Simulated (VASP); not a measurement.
```
Mo3Si
1.0
    4.75126     0.00000     0.00000
    0.00000     4.75126     0.00000
    0.00000     0.00000     4.75126
Si Mo
2 6
Direct
  0.50000   0.50000   0.50000
  0.00000   0.00000   0.00000
  0.25000   0.00000   0.50000
  0.50000   0.25000   0.00000
  0.50000   0.75000   0.00000
  0.75000   0.00000   0.50000
  0.00000   0.50000   0.75000
  0.00000   0.50000   0.25000
```

These are PBE GGA, VASP's PBE PAW potentials (set 64) (plane waves; VASP) values and carry that method's errors. Numerical set-up: 500 eV cut-off, 7×7×7 Γ-centred mesh, first-order Methfessel-Paxton smearing of 0.10 eV, potentials Si Mo_sv.

Energy and stress use the plane-wave basis of the starting cell.

Task: The ions, cell shape and volume at an external pressure of 45.0 GPa are relaxed. Which structure does the run end with?

Result: 
```
Mo3Si
1.0
    4.69302     0.00000     0.00000
    0.00000     4.69302     0.00000
    0.00000     0.00000     4.69302
Si Mo
2 6
Direct
  0.50000   0.50000   0.50000
  0.00000   0.00000   0.00000
  0.25000   0.00000   0.50000
  0.50000   0.25000   0.00000
  0.50000   0.75000   0.00000
  0.75000   0.00000   0.50000
  0.00000   0.50000   0.75000
  0.00000   0.50000   0.25000
```
Space group Pm-3n (223), at a tolerance of 0.03 Å.

Task: How do energy and volume change from the first to the last step?

Result: The energy (σ→0) changes by +112.9 meV/atom and the volume by -3.6 %, in 4 ionic steps.

| step | E(σ→0) (eV) | max force (eV/Å) | pressure (GPa) | volume (Å³) |
|---|---|---|---|---|
| 1 | -78.0761 | 0.000 | 29.96 | 107.26 |
| 2 | -69.6841 | 0.000 | 130.48 | 88.88 |
| 3 | -77.2352 | 0.000 | 43.91 | 103.59 |
| 4 | -77.1726 | 0.000 | 44.85 | 103.36 |

The compound is Mo3Si in the A15 structure. This run relaxes it under an external pressure of 45 GPa. Symmetry was kept, so distortions that lower it aren't found.
